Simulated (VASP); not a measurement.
Output of a VASP run:

**OUTCAR**
```
 ion  position               nearest neighbor table
   1  0.500  0.500  0.500-   2 2.47   2 2.47   2 2.47   2 2.47   2 2.47   2 2.47   2 2.47   2 2.47
  LATTYP: Found a simple cubic cell.
 ALAT       =     2.8488344467
 Subroutine PRICEL returns:
 Original cell was already a primitive cell.
 Subroutine GETGRP returns: Found 48 space group operations
The static configuration has the point symmetry O_h .
The dynamic configuration has the point symmetry O_h .
 Subroutine INISYM returns: Found 48 space group operations
 Subroutine IBZKPT returns following result:
 Found    120 irreducible k-points:

 Following reciprocal coordinates:
            Coordinates               Weight
  0.000000  0.000000  0.000000      1.000000
  0.071429  0.000000  0.000000      6.000000
  0.142857  0.000000  0.000000      6.000000
  0.214286  0.000000  0.000000      6.000000
  0.285714  0.000000  0.000000      6.000000
  0.357143  0.000000  0.000000      6.000000
  0.428571  0.000000  0.000000      6.000000
  0.500000  0.000000  0.000000      3.000000
  0.071429  0.071429  0.000000     12.000000
  0.142857  0.071429  0.000000     24.000000
  0.214286  0.071429  0.000000     24.000000
  0.285714  0.071429  0.000000     24.000000
  0.357143  0.071429  0.000000     24.000000
  0.428571  0.071429  0.000000     24.000000
  0.500000  0.071429  0.000000     12.000000
  0.142857  0.142857  0.000000     12.000000
  0.214286  0.142857  0.000000     24.000000
  0.285714  0.142857  0.000000     24.000000
  0.357143  0.142857  0.000000     24.000000
  0.428571  0.142857  0.000000     24.000000
  0.500000  0.142857  0.000000     12.000000
  0.214286  0.214286  0.000000     12.000000
  0.285714  0.214286  0.000000     24.000000
  0.357143  0.214286  0.000000     24.000000
  0.428571  0.214286  0.000000     24.000000
  0.500000  0.214286  0.000000     12.000000
  0.285714  0.285714  0.000000     12.000000
  0.357143  0.285714  0.000000     24.000000
  0.428571  0.285714  0.000000     24.000000
  0.500000  0.285714  0.000000     12.000000
  0.357143  0.357143  0.000000     12.000000
  0.428571  0.357143  0.000000     24.000000
  0.500000  0.357143  0.000000     12.000000
  0.428571  0.428571  0.000000     12.000000
  0.500000  0.428571  0.000000     12.000000
  0.500000  0.500000  0.000000      3.000000
  0.071429  0.071429  0.071429      8.000000
  0.142857  0.071429  0.071429     24.000000
  0.214286  0.071429  0.071429     24.000000
  0.285714  0.071429  0.071429     24.000000
   k-points           NKPTS =    120   k-points in BZ     NKDIM =    120   number of bands    NBANDS=     15
   number of dos      NEDOS =    601   number of ions     NIONS =      2
   total plane-waves  NPLWV =  13824
   dimension x,y,z NGX =    24 NGY =   24 NGZ =   24
   dimension x,y,z NGXF=    48 NGYF=   48 NGZF=   48
   ions per type =               1   1
   PREC   = accura    normal or accurate (medium, high low for compatibility)
   ISTART =      0    job   : 0-new  1-cont  2-samecut
   ICHARG =      2    charge: 1-file 2-atom 10-const
   ISPIN  =      1    spin polarized calculation?
   LNONCOLLINEAR =      F non collinear calculations
   LSORBIT =      F    spin-orbit coupling
   INIWAV =      1    electr: 0-lowe 1-rand  2-diag
   ENCUT  =  520.0 eV  38.22 Ry    6.18 a.u.   5.30  5.30  5.30*2*pi/ulx,y,z
   NELM   =    100;   NELMIN=  2; NELMDL= -5     # of ELM steps
   EDIFF  = 0.1E-06   stopping-criterion for ELM
   LREAL  =      F    real-space projection
   NLSPLINE    = F    spline interpolate recip. space projectors
   LMAXMIX     =    4 max onsite mixed and CHGCAR
   VOSKOWN=      0    Vosko Wilk Nusair interpolation
   EDIFFG = 0.1E-05   stopping-criterion for IOM
   NSW    =      0    number of steps for IOM
   NBLOCK =      1;   KBLOCK =      1    inner block; outer block
   IBRION =     -1    ionic relax: 0-MD 1-quasi-New 2-CG
   NFREE  =      0    steps in history (QN), initial steepest desc. (CG)
...
```

OSZICAR:
```
       N       E                     dE             d eps       ncg     rms          rms(c)
DAV:   1     0.129577262624E+03    0.12958E+03   -0.14686E+04  3712   0.369E+03
DAV:   2     0.202142313642E+01   -0.12756E+03   -0.12479E+03  3824   0.499E+02
DAV:   3    -0.875985421487E+01   -0.10781E+02   -0.10744E+02  4699   0.151E+02
DAV:   4    -0.900141440955E+01   -0.24156E+00   -0.24150E+00  4909   0.253E+01
DAV:   5    -0.901358341842E+01   -0.12169E-01   -0.12169E-01  5879   0.457E+00    0.581E+00
DAV:   6    -0.284448738420E+02   -0.19431E+02   -0.47609E+01  3828   0.743E+01    0.129E+01
DAV:   7    -0.277799283168E+02    0.66495E+00   -0.91510E-01  4162   0.135E+01    0.104E+01
DAV:   8    -0.266005915688E+02    0.11793E+01   -0.24019E+00  4189   0.214E+01    0.473E+00
DAV:   9    -0.266022878673E+02   -0.16963E-02   -0.51015E+00  3811   0.381E+01    0.431E+00
DAV:  10    -0.263637811953E+02    0.23851E+00   -0.49756E-01  4044   0.134E+01    0.201E+00
DAV:  11    -0.263161468113E+02    0.47634E-01   -0.13609E-01  4628   0.552E+00    0.730E-01
DAV:  12    -0.263099936671E+02    0.61531E-02   -0.19521E-02  5043   0.193E+00    0.310E-01
DAV:  13    -0.263099782629E+02    0.15404E-04   -0.10653E-03  4006   0.498E-01    0.235E-01
DAV:  14    -0.263099641136E+02    0.14149E-04   -0.12581E-03  4678   0.569E-01    0.112E-01
DAV:  15    -0.263097593989E+02    0.20471E-03   -0.75054E-04  4570   0.401E-01    0.210E-02
DAV:  16    -0.263097773522E+02   -0.17953E-04   -0.17442E-05  3891   0.419E-02    0.986E-03
DAV:  17    -0.263097783213E+02   -0.96915E-06   -0.12384E-06  4593   0.151E-02    0.245E-03
DAV:  18    -0.263097781494E+02    0.17190E-06   -0.22863E-07  4056   0.695E-03    0.159E-03
DAV:  19    -0.263097779213E+02    0.22816E-06   -0.27942E-07  3167   0.787E-03    0.129E-04
DAV:  20    -0.263097780849E+02   -0.16359E-06   -0.19534E-08  1940   0.220E-03    0.231E-04
DAV:  21    -0.263097779798E+02    0.10503E-06   -0.67916E-09  1947   0.117E-03    0.337E-05
DAV:  22    -0.263097779940E+02   -0.14166E-07   -0.17092E-09  1919   0.448E-04
   1 F= -.26309778E+02 E0= -.26309778E+02  d E =0.000000E+00
       N       E                     dE             ncg
```

**OUTCAR**
```
------------------------ aborting loop because EDIFF is reached ----------------------------------------
  FORCE on cell =-STRESS in cart. coord.  units (eV):
  Direction    XX          YY          ZZ          XY          YZ          ZX
  --------------------------------------------------------------------------------------
  Total       -0.0054253     -0.0054253     -0.0054253      0.0000000      0.0000000      0.0000000
  in kB       -0.3759538     -0.3759538     -0.3759538      0.0000000      0.0000000      0.0000000
  external PRESSURE =      -0.3759538 kB  Pullay stress =       0.0000000 kB
  volume of cell :       23.12
      direct lattice vectors                 reciprocal lattice vectors
     2.848834447  0.000000000  0.000000000     0.351020749  0.000000000  0.000000000
     0.000000000  2.848834447  0.000000000     0.000000000  0.351020749  0.000000000
     0.000000000  0.000000000  2.848834447     0.000000000  0.000000000  0.351020749
 POSITION                                       TOTAL-FORCE (eV/Angst)
 -----------------------------------------------------------------------------------
      1.42442      1.42442      1.42442         0.000000      0.000000      0.000000
      0.00000      0.00000      0.00000         0.000000      0.000000      0.000000
 -----------------------------------------------------------------------------------
    total drift:                                0.000000      0.000000     -0.000000
  FREE ENERGIE OF THE ION-ELECTRON SYSTEM (eV)
  ---------------------------------------------------
  free  energy   TOTEN  =       -26.3097779940 eV

  energy  without entropy=      -26.3097779940  energy(sigma->0) =      -26.30977799

 total charge

# of ion       s       p       d       tot
------------------------------------------
    1        0.838   0.896  10.073  11.806
    2        0.394   0.482   7.512   8.387
--------------------------------------------------
tot          1.232   1.377  17.584  20.193
```
(Selected blocks of OUTCAR.)

POSCAR:
```
CoGa
1
    2.8488344467     0.0000000000    -0.0000000000
    0.0000000000     2.8488344467    -0.0000000000
    0.0000000000    -0.0000000000     2.8488344467
Ga Co
1 1
Direct
  0.5000000000   0.5000000000   0.5000000000
  0.0000000000   0.0000000000   0.0000000000
```

Reconstruct the remaining input files.

Several could match; the one computed here: the input of the run itself, TPSS meta-GGA, plane waves, VASP's PBE PAW potentials (set 64).

INCAR:
```
ALGO  =  Normal
EDIFF  =  1E-7
ENCUT  =  520
ISIF  =  2
ISMEAR  =  -5
LASPH  =  .True.
LCHARG  =  .False.
LMAXMIX  =  4
LMIXTAU  =  .True.
LORBIT  =  11
LREAL  =  .False.
LWAVE  =  .False.
METAGGA  =  TPSS
NEDOS  =  601
NELM  =  100
PREC  =  Accurate
SYSTEM  =  CoGa
```

KPOINTS:
```
Automatic mesh
0
Gamma
14 14 14
0 0 0
```

KPOINTS_OPT:
```
k-points along high-symmetry lines
10
Line-mode
Reciprocal
  0.000000   0.000000   0.000000 ! GAMMA
  0.000000   0.500000   0.000000 ! X

  0.000000   0.500000   0.000000 ! X
  0.500000   0.500000   0.000000 ! M

  0.500000   0.500000   0.000000 ! M
  0.000000   0.000000   0.000000 ! GAMMA

  0.000000   0.000000   0.000000 ! GAMMA
  0.500000   0.500000   0.500000 ! R

  0.500000   0.500000   0.500000 ! R
  0.000000   0.500000   0.000000 ! X

  0.500000   0.500000   0.500000 ! R
  0.500000   0.500000   0.000000 ! M
```

POTCAR, in this order: Ga_d Co (PBE.64 set). Program: vasp_std.

For a metal the tetrahedron method with Blöchl corrections gives inexact stress and forces.

The compound is CoGa in the CsCl type structure. It was relaxed first. The run is not spin-polarised, so no magnetic state was tried.
